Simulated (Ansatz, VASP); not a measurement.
# NdI2: VASP beside Ansatz, part 2 of 2

Aim: how closely do two programs agree when they are given the same cell, functional and k mesh? The structure shown is the end of the VASP relaxation below. Valence electrons are named where the data sets of a main pair hold unlike numbers.

VASP 6.6.1 and Ansatz 0.2.0.

So far: Set-up; VASP: relaxation, LDA, DFT+U.

In doubt: a part-filled 4f shell, where there is one, can sit in one of many states, so energies may not be the lowest and differences between runs may mislead; derivatives with an open 4f shell can jump between states, which bears on forces and vibrations.

**3. Ansatz: single point, LDA, DFT+U**

Level of this step: Ansatz beside VASP: Kohn-Sham DFT, plane waves, LDA, DFT+U (Ansatz).

Ansatz runs on its default PAW (the set named soft_2) files.

The same cell, functional (in two slightly different forms), mesh and smearing now go to Ansatz, which takes its cutoff from its data sets.

input.yaml reads:

```yaml
crystal:
  lattice:
    - [3.88467995, 0.0, 0.0]
    - [0.0, 3.88467995, 0.0]
    - [0.0, 0.0, 18.77662122]
  atoms:
    - { symbol: I, position: [0.0, 0.0, 0.59650613] }
    - { symbol: I, position: [0.0, 0.0, 0.40349387] }
    - { symbol: Nd, position: [0.5, 0.5, 0.5], spin: 3.0 }
hamiltonian:
  xc: lda
  pseudopotentials: { kind: paw }
  hubbard: { sites: [{ species: Nd, l: f, u_eff: 6.0 }] }
magnetization:
  spin_polarized: true
kpoints:
  mp_grid: { grid: [6, 6, 1] }
scf:
  occupations: { method: gaussian, width: 0.05 }
  n_extra_bands: 7
efield:
  axis: 3
  dipole_correction: true
  ramp_width: 0.04
output:
  forces: true
  eigenvalues: true
  write_density: true
  write_potential: true
  elf: true
  volumetric_format: npy
```

Command:

```
ansatz run input.yaml --threads 2 --pin off --max-ram 4608MiB --backend cpu --events-out ev --progress --plain --runs-dir out
```

Numbers of over 12 decimals in the logs are rounded to 6 here.

What it wrote:

```text
I: projections on atomic orbitals take those of the free atom [Kr] 4d10 5s2 5p5, of charge +0.00 (hamiltonian.pseudopotentials.projection_atoms); the dataset's partial waves leave at most 9.4e-6 of an orbital's norm unspanned inside its sphere
Nd: projections on atomic orbitals take those of the free atom [Kr 4d10] 4f4 5s2 5p6 5d0 6s2, of charge +0.00 (hamiltonian.pseudopotentials.projection_atoms); the dataset's partial waves leave at most 1.1e-3 of an orbital's norm unspanned inside its sphere
scf.n_extra_bands = 7 over 24 filled bands (N_el = 48.0): the run solves 31 bands
Engine: ansatz 0.2.0, aarch64-unknown-linux-gnu
Pseudopotentials: kind: paw
Pseudopotential: I, paw, valence charge 17, recommended cutoff 420 eV (normal), I.paw.azcp
Pseudopotential: Nd, paw, valence charge 14, recommended cutoff 420 eV (normal), Nd.paw.azcp
Functional definition: SPW92
  exchange = slater_x
  correlation = pw_c
Crystal: 3 atoms, lattice volume = 283.353 Å³
Basis set: ecut = 420 eV, 5607 PW (Γ)
Bands: 37, of which v1, the nominal top of the filled ones, is band 24 counted from 1 (23 counted from 0)
Symmetry: 8 space group operations
k-points: 10 of 36
Non-local potential: I, projectors of the file, l = 0: 2, l = 1: 2, l = 2: 2, l = 3: 2
Non-local potential: Nd, projectors of the file, l = 0: 3, l = 1: 2, l = 2: 2, l = 3: 3
PAW form: soft (Blöchl's): semilocal exchange-correlation on the pseudo side does not see the compensation charge
PAW frozen core: I, regenerated for the run's functional, and the local potential with it (the file was generated under x = pbe(κ = 0.804, μ = 0.219515), c = pbe(β = 0.066725))
PAW frozen core: Nd, regenerated for the run's functional, and the local potential with it (the file was generated under x = pbe(κ = 0.804, μ = 0.219515), c = pbe(β = 0.066725))
PAW one-centre angular grid: I, 590 points (default); XC on 64 Gauss nodes
PAW one-centre angular grid: Nd, 590 points (default); XC on 64 Gauss nodes
Initial density: superposition of atomic densities (neutral atoms: chi_scale 0, normalization atom)
Initial wavefunctions: pseudopotential atomic-orbital guess
Functional: x = slater, c = lda
SCF iter   1: F=—  HF=-21858.123272 eV  |F-HF|=—  |Δ(HF+E_count)|=         —  Δρ=1.84e-2 (↑1.61e-2 ↓1.84e-2)  dr2=1.28e0  dr2_m=6.91e-1  M=3.307 μB ∫|m|=3.330 μB  β_m=1.20  ethr=3.10e-3  p=0.000 e·Å  D=4.14e-14 V/Å  ΔV_dip=-0.00 eV  dr2_dipole=7.44e-10  V_vac-E_F(+/−)=5.41/5.41 eV  ⟨swp⟩=9.5  Hψ=4157  notcnv=0  defer=5
efield: sawtooth ramp at fractional position 0.9800 (placed from the atoms, in the widest stretch of the axis that holds none; the zero of the levels goes with the place), width 0.0400; the density the first Hamiltonian is built on has a dipole p = 0.000 e·Å; the dipole correction subtracts the counter field D = 4.14e-14 V/Å, which shifts the + side's vacuum level by -0.00 eV against the − side's; the planar-averaged density in the ramp window peaks in size at 1.3e-5 e/Å³
preconditioner: auto → Resta (q_TF=auto, 2.029 Å⁻¹)  ε∞=2.2  [insulator: Δε(μ)=0.152 eV  Ē_g=8.882 eV  σ=0.050 eV  W_gap=0.94  n_scr=40 (ndim 8)  ℏωp=9.9 eV  f_vac=0.612  D(μ)=0.71/eV (n_scr^D=4)  ε∞_Penn≈2.2  vacuum switching on, ρ_ref=5.7e-3 e/Å³]
spin=Collinear: Resta preconditioning applied to the charge; magnetization (m = ρ↑ − ρ↓) channel mixes plain (no charge-response kernel on spin).
SCF iter   2: F=—  HF=-21858.198753 eV  |F-HF|=—  |Δ(HF+E_count)|=   7.55e-2  Δρ=5.14e-3 (↑5.14e-3 ↓3.93e-3)  dr2=2.94e-1  dr2_m=2.40e-2  M=3.486 μB ∫|m|=3.524 μB  β_m=1.20  ethr=2.67e-3  p=-0.000 e·Å  D=-3.83e-6 V/Å  ΔV_dip=0.00 eV  dr2_dipole=1.39e-9  V_vac-E_F(+/−)=4.75/4.75 eV  ⟨swp⟩=3.0  Hψ=1365  notcnv=0  κ⁻¹=1.0e0(r=1)
preconditioner: auto → none  [metal: Δε(μ)=0.020 eV  Ē_g=8.894 eV  σ=0.050 eV  W_gap=0.22  n_scr=40 (ndim 8)  ℏωp=9.9 eV  f_vac=0.612  D(μ)=3.64/eV (n_scr^D=8)]
density mixer auto → broyden: no gap read (density of states about μ 0.43 of a free-electron gas's, 40 screened modes)
SCF iter   3: F=—  HF=-21858.172939 eV  |F-HF|=—  |Δ(HF+E_count)|=   2.58e-2  Δρ=2.55e-3 (↑1.75e-3 ↓2.55e-3)  dr2=4.44e-2  dr2_m=3.48e-3  M=3.500 μB ∫|m|=3.563 μB  β_m=1.20  ethr=6.12e-4  p=0.000 e·Å  D=1.07e-5 V/Å  ΔV_dip=-0.00 eV  dr2_dipole=3.25e-9  V_vac-E_F(+/−)=4.17/4.17 eV  ⟨swp⟩=3.9  Hψ=1335  notcnv=0  κ⁻¹=1.9e-1(r=2)
SCF iter   4: F=—  HF=-21858.196036 eV  |F-HF|=—  |Δ(HF+E_count)|=   2.31e-2  Δρ=1.14e-3 (↑1.11e-3 ↓1.14e-3)  dr2=1.22e-2  dr2_m=7.11e-4  M=3.500 μB ∫|m|=3.579 μB  β_m=1.20  ethr=9.25e-5  p=-0.000 e·Å  D=-7.90e-6 V/Å  ΔV_dip=0.00 eV  dr2_dipole=1.86e-9  V_vac-E_F(+/−)=4.21/4.21 eV  ⟨swp⟩=3.1  Hψ=1340  notcnv=0  κ⁻¹=1.9e-2(r=3)
SCF iter   5: F=—  HF=-21858.196277 eV  |F-HF|=—  |Δ(HF+E_count)|=   2.40e-4  Δρ=5.87e-4 (↑5.32e-4 ↓5.87e-4)  dr2=2.92e-3  dr2_m=3.24e-5  M=3.500 μB ∫|m|=3.581 μB  β_m=1.20  ethr=2.54e-5  p=0.000 e·Å  D=8.33e-6 V/Å  ΔV_dip=-0.00 eV  dr2_dipole=2.41e-9  V_vac-E_F(+/−)=4.13/4.13 eV  ⟨swp⟩=2.6  Hψ=1164  notcnv=0  κ⁻¹=2.2e-3(r=4)
[...]
iter 64 met the thresholds in force, and the SCF goes on: an eigenvalue changes by 1.42 meV, over its tolerance of 1.00 meV (output.eigenvalues, Limitations)
SCF iter  64: F=-21858.666025 eV  HF=-21858.666025 eV  |F-HF|=8.24e-9  |Δ(HF+E_count)|=   1.22e-8  Δρ=5.43e-7 (↑5.43e-7 ↓1.22e-7)  dr2=5.22e-10  dr2_m=1.90e-10  M=4.000 μB ∫|m|=4.128 μB  β_m=1.00  ethr=1.67e-12  p=0.000 e·Å  D=6.24e-11 V/Å  ΔV_dip=-0.00 eV  dr2_dipole=3.69e-19  V_vac-E_F(+/−)=5.10/5.10 eV  ⟨swp⟩=6.7  Hψ=7559  notcnv=0  κ⁻¹=4.9e-2(r=3)
iter 65 met the thresholds in force, and the SCF goes on: an eigenvalue changes by 2.03 meV, over its tolerance of 1.00 meV (output.eigenvalues, Limitations)
SCF iter  65: F=-21858.666025 eV  HF=-21858.666025 eV  |F-HF|=8.09e-9  |Δ(HF+E_count)|=   1.44e-8  Δρ=5.55e-7 (↑5.55e-7 ↓8.17e-8)  dr2=4.27e-10  dr2_m=2.01e-10  M=4.000 μB ∫|m|=4.128 μB  β_m=1.00  ethr=1.09e-12  p=-0.000 e·Å  D=-7.40e-11 V/Å  ΔV_dip=0.00 eV  dr2_dipole=3.23e-18  V_vac-E_F(+/−)=5.10/5.10 eV  ⟨swp⟩=6.3  Hψ=7396  notcnv=0  κ⁻¹=1.5e-2(r=4)
iter 66 met the thresholds in force, and the SCF goes on: an eigenvalue changes by 2.13 meV, over its tolerance of 1.00 meV (output.eigenvalues, Limitations)
SCF iter  66: F=-21858.666025 eV  HF=-21858.666025 eV  |F-HF|=7.51e-9  |Δ(HF+E_count)|=   3.00e-8  Δρ=5.92e-7 (↑5.92e-7 ↓8.25e-8)  dr2=5.91e-10  dr2_m=2.25e-10  M=4.000 μB ∫|m|=4.128 μB  β_m=1.00  ethr=1.00e-12  p=-0.000 e·Å  D=-1.88e-9 V/Å  ΔV_dip=0.00 eV  dr2_dipole=1.16e-16  V_vac-E_F(+/−)=5.10/5.10 eV  ⟨swp⟩=6.1  Hψ=7123  notcnv=0  κ⁻¹=7.8e-3(r=5)
iter 67 met the thresholds in force, and the SCF goes on: an eigenvalue changes by 2.10 meV, over its tolerance of 1.00 meV (output.eigenvalues, Limitations)
SCF iter  67: F=-21858.666025 eV  HF=-21858.666025 eV  |F-HF|=6.79e-9  |Δ(HF+E_count)|=   5.70e-8  Δρ=5.81e-7 (↑5.81e-7 ↓8.14e-8)  dr2=5.90e-10  dr2_m=2.13e-10  M=4.000 μB ∫|m|=4.128 μB  β_m=1.00  ethr=1.00e-12  p=0.000 e·Å  D=9.21e-9 V/Å  ΔV_dip=-0.00 eV  dr2_dipole=2.09e-15  V_vac-E_F(+/−)=5.10/5.10 eV  ⟨swp⟩=5.9  Hψ=7696  notcnv=0  κ⁻¹=5.5e-3(r=6)
SCF iter  68: F=-21858.666026 eV  HF=-21858.666026 eV  |F-HF|=6.00e-9  |Δ(HF+E_count)|=   1.59e-7  Δρ=4.49e-7 (↑4.49e-7 ↓1.16e-7)  dr2=2.06e-10  dr2_m=1.28e-10  M=4.000 μB ∫|m|=4.128 μB  ethr=1.00e-12  p=-0.000 e·Å  D=-7.96e-8 V/Å  ΔV_dip=0.00 eV  dr2_dipole=1.61e-13  V_vac-E_F(+/−)=5.10/5.10 eV  ⟨swp⟩=6.4  Hψ=8147  notcnv=0
SCF 1 converged in 68 iterations: F = -21858.666026 eV  dr2 = 2.06e-10
  greatest PAW one-centre occupation: 1.000 electrons in one spin orbital (limit 2), on the I atom at site 0 (counted from 0), in its partial waves of l = 2
WARN: The output density's exchange-correlation potential varies sharply where the density is thin. Do not read a vacuum level from v_tot or v_xc, or from such a field of the output density. On a cell that repeats whose density bears no net charge and no dipole along the vacuum's axis use v_es (v_loc + v_h of the components); under efield.dipole_correction with no amplitude use v_es + v_field, which holds any externa [...]
this state was not tested for a lower state beside it, because the mixer in use, unlike msr1, does not test its closes by its own steps (another_mixer; see scf.mixing.algorithm and scf.lower_state_search)
SCF converged after 121 iterations (53 of them in the search for the orbital order of the open f shells)
an eigenvalue changed by more than its tolerance at an iteration that met the thresholds in force, so the SCF went on 8 times, its first undamped step at iteration 61 of the SCF that gives the result: the last check found none over its tolerance
Magnetization: 4.0000 μB (26.0000 up, 22.0000 down)
Absolute magnetization: 4.1269 μB (∫|ρ↑−ρ↓|, with the PAW one-centre terms)
Spin contamination: 0.0081 ħ² per cell (⟨S²⟩ above its minimum at these occupations)
Per-site moments (μB) at R_I (Å): [(-0.022587, 1.357428), (-0.022587, 1.357428), (3.862825, 1.357428)]
Free energy (F): -21858.666026 eV
Harris-Foulkes:  -21858.666026 eV  (|F-HF|=6.00e-9)
Internal energy: -21858.665811 eV  (E = F + TS)
E sigma→0 (E₀):  -21858.665918 eV
Entropy (-TS):   -0.000215 eV (-0.072 meV/atom)
Fermi energy:    0.103255 eV
Dipole field:    D = 0.000000 V/Å  (p = 0.000001 e·Å, saw-weighted, corrected)
Work function:   Φ+ = 5.1009 eV   Φ− = 5.1009 eV
Levels:          The Fermi level and band energies are counted from a zero that moves with the ramp; work functions are not
--- Per-component energies (eV) ---
  E_band       = -1151.719717
  E_kinetic    = 729.516913
  E_local      = -25745.452489  (includes V_loc(G=0)·N_el)
  E_nonlocal   = -89.874266
  E_hartree    = 12672.729709
  E_xc         = -470.634225
  E_vxc        = -491.094515  (∫ρ·V_xc dr)
  E_hubbard    = 0.342701  (on-site DFT+U / exact-exchange correction)
  E_vhub       = -11.229578  (the Hubbard potential's part of the band-sum identity)
  E_paw        = -14954.273616  (= ΣΔE_a)
  E_vpaw       = -889.044625  (= ΣTr[D̂ρ^β])
  E_aug_tail   = 0.000127  (compensation charges beyond the density's cutoff)
  E_efield     = 0.000000  (sawtooth field / dipole correction)
  E_vefield    = 0.000000  (∫n·V_field dr)
  E_ewald      = 5996.705496
  E_core_change = 2.273840  (= ΣΔE_core)
  E_smearing   = -0.000215  (= −TS)
  E_closure    = 0.000000  (closes the sum)
  Σ components = -21858.666026   (vs F -21858.666026, Δ=0.00e0)
--- Forces (eV/Å), atoms counted from 1 ---
  atom   1  I     -0.03060957    -0.02857271     0.40478062
  atom   2  I      0.03060957     0.02857273    -0.40478120
  atom   3  Nd     0.00000002    -0.00000006     0.00000035
  max |Σ_I F_I| component: 2.28e-7 eV/Å
--- Band table (eV; the first three rows and the last of 40) ---
  k-point 0 ↑: bands = [... 20 lower, -1.7879, -1.7535, -0.5530, -0.5501, -0.1645, 0.0446, 0.1607, 2.2768, ... 3 higher]
  k-point 1 ↑: bands = [... 20 lower, -1.7889, -1.6871, -0.5502, -0.5023, -0.3423, -0.0158, 0.8160, 2.6861, ... 3 higher]
  k-point 2 ↑: bands = [... 20 lower, -1.8660, -1.4047, -0.4999, -0.4494, -0.3620, -0.0739, 1.1287, 3.3197, ... 3 higher]
  k-point 19 ↓: bands = [... 20 lower, -3.4130, -1.2136, 2.1848, 4.6032, 4.7543, 4.7549, 5.4193, 5.6195, ... 3 higher]
Occupation matrices written to <dir>
```

Wall time 4.8 min (2 threads of Arm Neoverse V2, shared host); peak memory 0.79 GiB.

**4. Side by side**

Known differences besides the potentials themselves: U acts on the PAW sphere in VASP and on atomic orbitals in Ansatz, so only states and trends compare; the two LDA forms differ slightly; the data sets hold 48 valence electrons in Ansatz (on its default PAW (the set named soft_2) files) and 28 in VASP; the cutoff is 420 eV in Ansatz and 340 eV in VASP (PREC = Normal); Ansatz makes its cores anew for this functional, VASP keeps those of its PBE data sets; VASP's log shows a relativistic correction to its local exchange, Ansatz's none; site moments are counted in spheres of each program's own size. Total energies have different zeros and are not compared.

The two programs side by side:

```csv
quantity,Ansatz,VASP,difference
gap on the k mesh (eV),0.116,0.000,+0.116
total moment (μB),4.00,3.61,+0.39
moment on Nd3 (μB),3.86,3.16,+0.70
```

At this near-relaxed geometry the largest component of a force difference is 404 meV/Å. A gap on the mesh is an upper bound, since the band edges may lie between its points. VASP's last cycles still show a density residual of 4e-02, so its state may not be settled. With vacuum in the cell, a pressure given here is an average over mostly empty space and none of the material. By their total or site moments the two runs ended in different magnetic states; the other differences may follow from that, so they don't measure the programs' precision.

**5. Other set-ups**

Further runs change the set-up of one program: Ansatz's method, potentials or start, or VASP's data sets, cutoff or form of LDA. The table gives Ansatz less VASP for each quantity, since a change that brings one quantity closer may part another.

```csv
run,r.m.s. force difference (meV/Å),gap on the k mesh (eV),total moment (μB)
as above,192,0.12,0.39
"a start from the moments at which VASP ended, with Ansatz's search for lower states switched off",166,,0.39
cores kept as stored,190,0.16,0.39
```

**6. What came out**

- difference in total moment (single point, LDA, DFT+U): 0.39 μB

The difference in total moment is 0.39 μB (single point, LDA, DFT+U). The data sets hold unlike numbers of valence electrons (48 in Ansatz and 28 in VASP), so part of the differences comes from the potentials. The runs of the single point, LDA, DFT+U pair ended with unlike moments, so it says little about numerical agreement. Single point, LDA, DFT+U, cores kept as stored: the difference in gap on the k mesh goes from 0.12 to 0.16 eV. In Ansatz the state reached from VASP's moments (total 4.00 μB) lies 93 meV/atom above the first one. How closely two codes agree says nothing of how well the functional describes the real material.

[Lines on the potential files, build, host, timing and source positions are cut from VASP's logs without a mark.]

[Logs are printed without paths, hosts, clocks, repeated set-up lines and the standing remarks that a program may print on its own settings, such as how far it seeks lower states.]

[Hosts, paths, dates, database ids (printed as entryN), source tags and the programs' standing remarks are cut or masked in the printed files.]
